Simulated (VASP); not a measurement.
Given:

```
SnSe2
1.0
    1.95787    -3.39113     0.00000
    1.95787     3.39113     0.00000
    0.00000     0.00000     6.13084
Sn Se
1 2
Direct
  0.00000   0.00000   0.00000
  0.33333   0.66667   0.26489
  0.66667   0.33333   0.73511
```

Level of theory: PBE GGA with D4 dispersion, VASP's PBE PAW potentials (set 64) (plane waves; VASP). Settings: 520 eV cut-off, 7×7×4 Γ-centred mesh, Gaussian smearing of 0.050 eV, potentials Sn_d Se.

Problem. The ions and cell shape at fixed volume are relaxed. Which structure does the run end with?

Solution. 
```
SnSe2
1.0
    1.92941    -3.34183     0.00000
    1.92941     3.34183     0.00000
    0.00000     0.00000     6.31306
Sn Se
1 2
Direct
  0.00000   0.00000   0.00000
  0.33333   0.66667   0.25286
  0.66667   0.33333   0.74714
```
Space group P-3m1 (164), at a tolerance of 0.03 Å.

Problem. How much energy does the relaxation gain?

Solution. The energy (σ→0) changes by -10.3 meV/atom, in 7 ionic steps.

| step | E(σ→0) (eV) | max force (eV/Å) | pressure (GPa) | volume (Å³) |
|---|---|---|---|---|
| 1 | -12.9485 | 0.398 | -3.42 | 81.41 |
| 2 | -12.9607 | 0.240 | -2.90 | 81.41 |
| 3 | -12.9674 | 0.008 | -2.08 | 81.41 |
| 4 | -12.9748 | 0.022 | -1.71 | 81.41 |
| 5 | -12.9793 | 0.042 | -1.14 | 81.41 |
| 6 | -12.9793 | 0.044 | -1.08 | 81.41 |
| 7 | -12.9795 | 0.005 | -1.24 | 81.41 |

The compound is SnSe2 in the 1T layered structure. This cell is one point of a volume scan, at 1.06 of the reference volume. Symmetry was kept, so distortions that lower it aren't found.
